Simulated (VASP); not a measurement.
Consider the following.

```
CELL_PARAMETERS angstrom
      1.80380    -3.12427     0.00000
      1.80380     3.12427     0.00000
      0.00000     0.00000     5.55952
ATOMIC_POSITIONS crystal
  Y  0.33333 0.66667 0.25000
  Y  0.66667 0.33333 0.75000
```

Method: PBE GGA with D3 dispersion (Becke-Johnson damping), VASP's PBE PAW potentials (set 64) (plane waves; VASP 6.6.1). Settings: 520 eV cut-off, Gaussian smearing of 0.050 eV, potentials Y_sv.

Q: Predict the band gap (along the path) with the smallest direct gap where there is one.

A: 
| Quantity | Result |
|---|---|
| band gap (along the path) | none (metal, semimetal or under 0.01 eV) |

The compound is Y in the hcp structure. It was relaxed first, which changed the volume by -5 %.
